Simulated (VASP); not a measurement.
Computed with PBE GGA, VASP's PBE PAW potentials (set 64) (plane waves; VASP).

VASP input:

### POSCAR
```
NiAl
1
    2.8926903487    -0.0000000000     0.0000000000
   -0.0000000000     2.8926903487    -0.0000000000
   -0.0000000000    -0.0000000000     2.8926903487
Al Ni
1 1
Direct
  0.5000000000   0.5000000000   0.5000000000
  0.0000000000   0.0000000000   0.0000000000
```

**INCAR**
```
SYSTEM  =  NiAl
PREC  =  Accurate; ENCUT  =  400; LREAL  =  .False.
LASPH  =  .True.
EDIFF  =  1E-8; NELM  =  100; ALGO  =  Normal
LMAXMIX  =  4
ISMEAR  =  1; SIGMA  =  0.1
GGA  =  PE
IBRION  =  1; NSW  =  30; ISIF  =  2
EDIFFG  =  -0.001
LWAVE  =  .False.; LCHARG  =  .False.
```

File KPOINTS:
```
kpoints
0
G
 11 11 11
```

POTCAR, in this order: Al Ni (PBE.64 set). Program: vasp_std.

What VASP printed:

**OSZICAR**
```
       N       E                     dE             d eps       ncg     rms          rms(c)
DAV:   1     0.357812916598E+02    0.35781E+02   -0.48089E+03  1136   0.111E+03
DAV:   2    -0.107658203948E+02   -0.46547E+02   -0.44019E+02  1138   0.191E+02
DAV:   3    -0.119338830940E+02   -0.11681E+01   -0.11529E+01  1358   0.378E+01
DAV:   4    -0.119529221284E+02   -0.19039E-01   -0.19029E-01  1310   0.440E+00
DAV:   5    -0.119533523154E+02   -0.43019E-03   -0.43018E-03  1284   0.662E-01    0.118E+01
DAV:   6    -0.138594753634E+02   -0.19061E+01   -0.58292E+01  1246   0.130E+02    0.157E+01
DAV:   7    -0.105567071148E+02    0.33028E+01   -0.16721E+01  1238   0.781E+01    0.112E+00
DAV:   8    -0.105495526238E+02    0.71545E-02   -0.44139E-01  1398   0.837E+00    0.101E+00
DAV:   9    -0.105360610079E+02    0.13492E-01   -0.56173E-02  1312   0.384E+00    0.180E-01
DAV:  10    -0.105357014961E+02    0.35951E-03   -0.14535E-03  1288   0.591E-01    0.754E-02
DAV:  11    -0.105356967932E+02    0.47029E-05   -0.42734E-05  1392   0.683E-02    0.267E-02
DAV:  12    -0.105356947748E+02    0.20184E-05   -0.35036E-06  1340   0.343E-02    0.327E-03
DAV:  13    -0.105356942961E+02    0.47870E-06   -0.28298E-07  1610   0.591E-03    0.162E-03
DAV:  14    -0.105356943035E+02   -0.74560E-08   -0.60999E-08  1154   0.284E-03
   1 F= -.10535694E+02 E0= -.10535520E+02  d E =-.105357E+02
```

### OUTCAR
```
------------------------ aborting loop because EDIFF is reached ----------------------------------------
  FORCE on cell =-STRESS in cart. coord.  units (eV):
  Direction    XX          YY          ZZ          XY          YZ          ZX
  --------------------------------------------------------------------------------------
  Total        0.0002485      0.0002485      0.0002485      0.0000000      0.0000000     -0.0000000
  in kB        0.0164497      0.0164497      0.0164497      0.0000000      0.0000000     -0.0000000
  external PRESSURE =       0.0164497 kB  Pullay stress =       0.0000000 kB
  volume of cell :       24.21
      direct lattice vectors                 reciprocal lattice vectors
     2.892690349  0.000000000  0.000000000     0.345698944  0.000000000  0.000000000
     0.000000000  2.892690349  0.000000000     0.000000000  0.345698944  0.000000000
     0.000000000  0.000000000  2.892690349     0.000000000  0.000000000  0.345698944
 POSITION                                       TOTAL-FORCE (eV/Angst)
 -----------------------------------------------------------------------------------
      1.44635      1.44635      1.44635         0.000000      0.000000      0.000000
      0.00000      0.00000      0.00000         0.000000      0.000000      0.000000
 -----------------------------------------------------------------------------------
    total drift:                               -0.000000      0.000000     -0.000000
  FREE ENERGIE OF THE ION-ELECTRON SYSTEM (eV)
  ---------------------------------------------------
  free  energy   TOTEN  =       -10.5356943035 eV

  energy  without entropy=      -10.5351717750  energy(sigma->0) =      -10.53552013

 reached required accuracy - stopping structural energy minimisation
```
(Selected blocks of OUTCAR.)

File OUTCAR:
```
 val. band max:        9.7572885955   @ k =   0.3636   0.1818   0.0909

 cond. band min:       9.8751322147   @ k =   0.3636   0.2727   0.0909


 Fermi energy:         9.8738037490

 k-point     1 :       0.0000    0.0000    0.0000
  band No.  band energies     occupation
      1      -1.1826      2.00000
      2       6.7113      2.00000
      3       6.7113      2.00000
      4       8.3653      2.00000
      5       8.3653      2.00000
      6       8.3653      2.00000
      7      15.3154      0.00000
      8      15.3154      0.00000
      9      15.3154      0.00000
     10      17.9580      0.00000

 k-point     2 :       0.0909    0.0000    0.0000
  band No.  band energies     occupation
      1      -1.0317      2.00000
      2       6.6972      2.00000
      3       6.7462      2.00000
      4       8.3012      2.00000
      5       8.3012      2.00000
      6       8.3722      2.00000
      7      13.9252      0.00000
      8      15.5141      0.00000
      9      15.5141      0.00000
     10      17.9684      0.00000

 k-point     3 :       0.1818    0.0000    0.0000
  band No.  band energies     occupation
      1      -0.5826      2.00000
      2       6.5880      2.00000
      3       6.8417      2.00000
      4       8.1386      2.00000
      5       8.1386      2.00000
      6       8.3906      2.00000
      7      11.9270      0.00000
      8      16.0822      0.00000
      9      16.0822      0.00000
     10      17.9985      0.00000

 k-point     4 :       0.2727    0.0000    0.0000
  band No.  band energies     occupation
      1       0.1537      2.00000
      2       6.1536      2.00000
      3       6.9707      2.00000
      4       7.9429      2.00000
      5       7.9429      2.00000
      6       8.4147      2.00000
      7      10.3537     -0.00000
      8      16.9584      0.00000
      9      16.9584      0.00000
     10      18.0440      0.00000

 k-point     5 :       0.3636    0.0000    0.0000
...
```

The compound is NiAl in the CsCl type structure. It was relaxed first. The start is the result of an earlier pass. The run is not spin-polarised, so no magnetic state was tried. The electron count is odd and the run is not spin-polarised, which forces a metal.
